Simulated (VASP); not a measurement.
Given:

```
CELL_PARAMETERS angstrom
      0.00000     3.07831     3.07831
      3.07831     0.00000     3.07831
     12.30279    12.30279     0.01046
ATOMIC_POSITIONS crystal
  Ga 0.00008 0.00008 0.99994
  Sb 0.25158 0.25158 0.06132
  Sb 0.25047 0.25047 0.31215
  Sb 0.24968 0.24968 0.56274
  Sb 0.24864 0.24864 0.81352
  Al 0.00085 0.00085 0.24936
  Al 0.99996 0.99996 0.50003
  Al 0.99874 0.99874 0.75095
```

All values below come from PBEsol GGA, VASP's PBE PAW potentials (set 64) (plane waves; VASP). Settings: 400 eV cut-off, Gaussian smearing of 0.050 eV, potentials Ga_d Sb Al.

Unless said otherwise, spin-orbit coupling is left out, though it shifts the bands of the heavy elements here.

Question: Give the energies of bands 12 to 25 at the high-symmetry points, in eV from the valence-band maximum.

Answer: 
```
band      Γ      T     H2      L     S0      F
----  -----  -----  -----  -----  -----  -----
12    -3.35  -1.73  -5.25  -5.35  -5.24  -5.30
13    -0.98  -1.44  -5.24  -5.34  -5.24  -5.12
14    -0.98  -0.90  -3.44  -2.69  -3.46  -2.84
15    -0.64  -0.90  -3.42  -2.68  -3.35  -2.76
16    -0.64  -0.86  -3.23  -2.16  -3.33  -2.29
17    -0.56  -0.86  -3.20  -2.13  -3.16  -2.28
18    -0.56  -0.28  -2.02  -1.93  -2.09  -1.77
19    -0.01  -0.28  -2.00  -1.82  -1.90  -1.73
20     0.00  -0.14  -1.77  -1.27  -1.88  -0.97
21     0.00  -0.14  -1.76  -1.21  -1.69  -0.97
22     0.56   0.76   1.82   1.25   1.75   0.92
23     1.28   1.30   2.00   1.33   2.20   1.12
24     1.54   1.72   2.71   1.74   2.36   1.32
25     1.62   1.95   2.78   1.98   3.07   1.75
```

The gap is direct, 0.56 eV, from the valence maximum at Γ to the conduction minimum at Γ.

The structure was generated: Al3GaSb4 was put into an ordered model structure (R3m), which need not be its known phase. It was relaxed first.
